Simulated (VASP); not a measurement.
Runs of VASP 6.6.1 on Na2BrCl. All rows change the cell; the cell of one of them follows. The structure is trigonal, space group R-3m (No. 166). Conventional cell: a = 3.978 Å, b = 3.978 Å, c = 19.105 Å, α = 90.00°, β = 90.00°, γ = 120.00°. Na (site symmetry 3m) is surrounded by 3 Cl at 2.75 Å and 3 Br at 2.84 Å. Br (site symmetry -3m) is surrounded by 6 Na at 2.84 Å. Around Cl (site symmetry -3m) lie 6 Na at 2.75 Å. The cell comes from a database or a generator and needn't be the stable form of this composition.

```tsv
cell	further INCAR settings	gap on the mesh (eV)	pressure (GPa)	largest force (eV/Å)
strain -0.0200 x Voigt [0, 0, 1, 0, 0, 0], atoms carried along	ALGO = Fast; EDIFF = 1e-06; NBANDS = 22	4.30	0.6	0.01
strain +0.0350 x Voigt [0, 0, 1, 0, 0, 0], atoms carried along	ALGO = Fast; EDIFF = 1e-06; NBANDS = 22	3.95	-0.9	0.01
strain +0.0100 x Voigt [0, 0, 1, 0, 0, 0], atoms carried along	ALGO = Fast; EDIFF = 1e-06; NBANDS = 22	4.11	(b)	-
strain -0.0300 x Voigt [0, 0, 1, 0, 0, 0], atoms carried along	ALGO = Fast; EDIFF = 1e-07; NBANDS = 22	4.36	(a)	0.01
```

Alike in all rows: task single point; level LDA; potentials or basis VASP PAW LDA potentials, release 64 (Na_pv, Br, Cl); no spin polarisation; k mesh 9 × 9 × 9; cutoff (eV) 520; smearing gaussian 0.05 eV.

Task: Estimate the missing entries.

Result: (a) 1.0; (b) -0.3.

Caveats: an odd mesh through Γ misses points on the zone boundary, where band edges often lie.

A k mesh can miss the band edges, and the runs leave out spin-orbit coupling on Br.
